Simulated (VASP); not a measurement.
Output of a VASP run:

**OSZICAR**
```
       N       E                     dE             d eps       ncg     rms          rms(c)
DAV:   1     0.144097377412E+03    0.14410E+03   -0.22240E+04  1488   0.138E+03
DAV:   2    -0.935700335635E+02   -0.23767E+03   -0.22684E+03  1979   0.235E+02
DAV:   3    -0.106045625599E+03   -0.12476E+02   -0.12400E+02  1824   0.553E+01
DAV:   4    -0.106275382373E+03   -0.22976E+00   -0.22930E+00  1849   0.833E+00
DAV:   5    -0.106280822323E+03   -0.54400E-02   -0.54383E-02  1810   0.125E+00    0.214E+01
DAV:   6    -0.959598725459E+02    0.10321E+02   -0.34314E+01  1712   0.232E+01    0.964E+00
DAV:   7    -0.955844077209E+02    0.37546E+00   -0.27892E+00  2016   0.696E+00    0.398E+00
DAV:   8    -0.955115216390E+02    0.72886E-01   -0.19797E-01  1754   0.199E+00    0.105E+00
DAV:   9    -0.955036512387E+02    0.78704E-02   -0.22644E-02  1817   0.716E-01    0.168E-01
DAV:  10    -0.955039598151E+02   -0.30858E-03   -0.13260E-03  1829   0.184E-01    0.793E-02
DAV:  11    -0.955039770157E+02   -0.17201E-04   -0.93944E-05  1817   0.622E-02    0.150E-02
DAV:  12    -0.955039766361E+02    0.37963E-06   -0.84752E-06  1869   0.124E-02    0.579E-03
DAV:  13    -0.955039773876E+02   -0.75157E-06   -0.64371E-07  1817   0.372E-03    0.339E-03
DAV:  14    -0.955039772847E+02    0.10298E-06   -0.62454E-08  1206   0.133E-03    0.752E-04
DAV:  15    -0.955039772962E+02   -0.11522E-07   -0.21449E-08  1171   0.818E-04
   1 F= -.95503977E+02 E0= -.95503977E+02  d E =0.000000E+00
```

### OUTCAR
```
------------------------ aborting loop because EDIFF is reached ----------------------------------------
  FORCE on cell =-STRESS in cart. coord.  units (eV):
  Direction    XX          YY          ZZ          XY          YZ          ZX
  --------------------------------------------------------------------------------------
  Total        0.1274595      0.1274594     -0.0739504      0.0000000      0.0000000      0.0000000
  in kB        1.6445916      1.6445910     -0.9541712      0.0000000      0.0000000      0.0000000
  external PRESSURE =       0.7783371 kB  Pullay stress =       0.0000000 kB
  volume of cell :      124.17
      direct lattice vectors                 reciprocal lattice vectors
     1.539892310 -2.667171303  0.000000000     0.324698030 -0.187464524  0.000000000
     1.539892310  2.667171303  0.000000000     0.324698030  0.187464524  0.000000000
     0.000000000  0.000000000 15.116573517     0.000000000  0.000000000  0.066152558
  FREE ENERGIE OF THE ION-ELECTRON SYSTEM (eV)
  ---------------------------------------------------
  free  energy   TOTEN  =       -95.5039772962 eV

  energy  without entropy=      -95.5039772962  energy(sigma->0) =      -95.50397730

 total charge

# of ion       s       p       d       tot
------------------------------------------
    1        0.708   0.972   0.000   1.680
    2        0.708   0.972   0.000   1.680
    3        0.709   0.970   0.000   1.679
    4        0.709   0.970   0.000   1.679
    5        0.708   0.973   0.000   1.682
    6        0.708   0.973   0.000   1.682
    7        0.833   1.700   0.000   2.533
    8        0.833   1.700   0.000   2.533
    9        0.833   1.700   0.000   2.532
   10        0.833   1.700   0.000   2.532
   11        0.833   1.698   0.000   2.531
   12        0.833   1.698   0.000   2.531
--------------------------------------------------
tot          9.250  16.024   0.000  25.274
```
(Selected blocks of OUTCAR.)

POSCAR:
```
SiC
1
    1.5398923097    -2.6671713029     0.0000000000
    1.5398923097     2.6671713029     0.0000000000
   -0.0000000000     0.0000000000    15.1165735175
Si C
6 6
Direct
  1.0000000000   0.0000000000   0.9998414814
  1.0000000000   0.0000000000   0.4998414814
  0.6666670000   0.3333330000   0.8331051939
  0.3333330000   0.6666670000   0.3331051939
  0.6666670000   0.3333330000   0.1666218329
  0.3333330000   0.6666670000   0.6666218329
  1.0000000000   0.0000000000   0.8744638273
  0.0000000000   0.0000000000   0.3744638273
  0.6666670000   0.3333330000   0.7080796717
  0.3333330000   0.6666670000   0.2080796717
  0.6666670000   0.3333330000   0.0415879928
  0.3333330000   0.6666670000   0.5415879928
```

Problem. Reconstruct the remaining input files.

Solution. This is not unique; one that fits is the input of the run itself, PBEsol GGA, plane waves, VASP's PBE PAW potentials (set 64).

INCAR:
```
SYSTEM = SiC
PREC = Accurate
ENCUT = 520
EDIFF = 1E-7
NELM = 100
ALGO = Normal
LREAL = .FALSE.
LASPH = .TRUE.
ISMEAR = -5
GGA = PS
LWAVE = .FALSE.
LCHARG = .TRUE.
LORBIT = 11
NEDOS = 601
ISIF = 2
LEFG = .TRUE.
```

KPOINTS:
```
Regular mesh
0
Gamma
 9 9 2
```

POTCAR, in this order: Si C (PBE.64 set). Program: vasp_std.

The compound is SiC in the 6h structure. It was relaxed first.
